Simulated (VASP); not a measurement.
Computed with r2SCAN meta-GGA, VASP's PBE PAW potentials (set 64) (plane waves; VASP 6.6.1).

VASP input:

File POSCAR:
```
Ti
1
   -1.6257165203     1.6257165203     1.6257165203
    1.6257165203    -1.6257165203     1.6257165203
    1.6257165203     1.6257165203    -1.6257165203
Ti
1
Direct
  0.0000000000   0.0000000000   0.0000000000
```

KPOINTS:
```
Automatic mesh
0
Gamma
18 18 18
0 0 0
```

INCAR:
```
SYSTEM = Ti
PREC = Accurate; ENCUT = 400; LREAL = .FALSE.
LASPH = .TRUE.
EDIFF = 1E-7; NELM = 100; ALGO = Normal
LMAXMIX = 4; LMIXTAU = .TRUE.
ISMEAR = -5
METAGGA = R2SCAN
ISIF = 2
LWAVE = .FALSE.; LCHARG = .FALSE.; LORBIT = 11
NEDOS = 601
```

File KPOINTS_OPT:
```
k-points along high-symmetry lines
10
Line-mode
Reciprocal
  0.000000   0.000000   0.000000 ! GAMMA
  0.500000  -0.500000   0.500000 ! H

  0.500000  -0.500000   0.500000 ! H
  0.000000   0.000000   0.500000 ! N

  0.000000   0.000000   0.500000 ! N
  0.000000   0.000000   0.000000 ! GAMMA

  0.000000   0.000000   0.000000 ! GAMMA
  0.250000   0.250000   0.250000 ! P

  0.250000   0.250000   0.250000 ! P
  0.500000  -0.500000   0.500000 ! H

  0.250000   0.250000   0.250000 ! P
  0.000000   0.000000   0.500000 ! N
```

POTCAR, in this order: Ti_sv (PBE.64 set). Program: vasp_std.

What VASP printed:

File OSZICAR:
```
       N       E                     dE             d eps       ncg     rms          rms(c)
DAV:   1     0.618950802640E+02    0.61895E+02   -0.60957E+03  3906   0.125E+03
DAV:   2    -0.132799331730E+02   -0.75175E+02   -0.74152E+02  4030   0.300E+02
DAV:   3    -0.170138354079E+02   -0.37339E+01   -0.36890E+01  5148   0.702E+01
DAV:   4    -0.171298359519E+02   -0.11600E+00   -0.11576E+00  4684   0.106E+01
DAV:   5    -0.171333821249E+02   -0.35462E-02   -0.35427E-02  5030   0.143E+00    0.101E+01
DAV:   6    -0.126627310740E+02    0.44707E+01   -0.12132E+01  4728   0.522E+01    0.122E+00
DAV:   7    -0.130071471289E+02   -0.34442E+00   -0.21567E+00  4650   0.164E+01    0.215E+00
DAV:   8    -0.130770035570E+02   -0.69856E-01   -0.39948E-02  4196   0.228E+00    0.248E+00
DAV:   9    -0.128055752765E+02    0.27143E+00   -0.91476E-01  4988   0.140E+01    0.877E-01
DAV:  10    -0.128049944095E+02    0.58087E-03   -0.70482E-02  4524   0.422E+00    0.225E-01
DAV:  11    -0.128068386685E+02   -0.18443E-02   -0.35861E-03  4432   0.760E-01    0.116E-01
DAV:  12    -0.128059307505E+02    0.90792E-03   -0.25917E-03  3912   0.750E-01    0.574E-02
DAV:  13    -0.128061568665E+02   -0.22612E-03   -0.25691E-04  5524   0.183E-01    0.109E-02
DAV:  14    -0.128061965892E+02   -0.39723E-04   -0.30916E-05  4556   0.601E-02    0.131E-02
DAV:  15    -0.128061903484E+02    0.62408E-05   -0.51050E-06  3978   0.281E-02    0.155E-02
DAV:  16    -0.128061881230E+02    0.22254E-05   -0.13801E-05  3910   0.469E-02    0.268E-03
DAV:  17    -0.128061878601E+02    0.26290E-06   -0.21404E-06  5722   0.139E-02    0.316E-03
DAV:  18    -0.128061877176E+02    0.14250E-06   -0.34548E-08  2080   0.199E-03    0.240E-03
DAV:  19    -0.128061875721E+02    0.14551E-06   -0.29572E-07  3548   0.575E-03    0.791E-04
DAV:  20    -0.128061870994E+02    0.47270E-06   -0.69157E-08  2414   0.355E-03    0.114E-04
DAV:  21    -0.128061870784E+02    0.20944E-07   -0.11130E-08  1950   0.883E-04
   1 F= -.12806187E+02 E0= -.12806187E+02  d E =0.000000E+00
       N       E                     dE             ncg
```

OUTCAR:
```
------------------------ aborting loop because EDIFF is reached ----------------------------------------
  FORCE on cell =-STRESS in cart. coord.  units (eV):
  Direction    XX          YY          ZZ          XY          YZ          ZX
  --------------------------------------------------------------------------------------
  Total       -0.0129440     -0.0129440     -0.0129440      0.0000000      0.0000000     -0.0000000
  in kB       -1.2066577     -1.2066577     -1.2066577      0.0000000      0.0000000     -0.0000000
  external PRESSURE =      -1.2066577 kB  Pullay stress =       0.0000000 kB
  volume of cell :       17.19
      direct lattice vectors                 reciprocal lattice vectors
    -1.625716520  1.625716520  1.625716520     0.000000000  0.307556695  0.307556695
     1.625716520 -1.625716520  1.625716520     0.307556695  0.000000000  0.307556695
     1.625716520  1.625716520 -1.625716520     0.307556695  0.307556695  0.000000000
 POSITION                                       TOTAL-FORCE (eV/Angst)
 -----------------------------------------------------------------------------------
      0.00000      0.00000      0.00000         0.000000      0.000000     -0.000000
 -----------------------------------------------------------------------------------
    total drift:                               -0.000000     -0.000000      0.000000
  FREE ENERGIE OF THE ION-ELECTRON SYSTEM (eV)
  ---------------------------------------------------
  free  energy   TOTEN  =       -12.8061870784 eV

  energy  without entropy=      -12.8061870784  energy(sigma->0) =      -12.80618708

 total charge

# of ion       s       p       d       tot
------------------------------------------
    1        2.240   6.132   1.865  10.236
```
(Selected blocks of OUTCAR.)

For a metal the tetrahedron method with Blöchl corrections gives inexact stress and forces.

The structure comes from a computed database's Ti entry (Im-3m); how it stands against other phases isn't given here. The cell was not relaxed at this level.
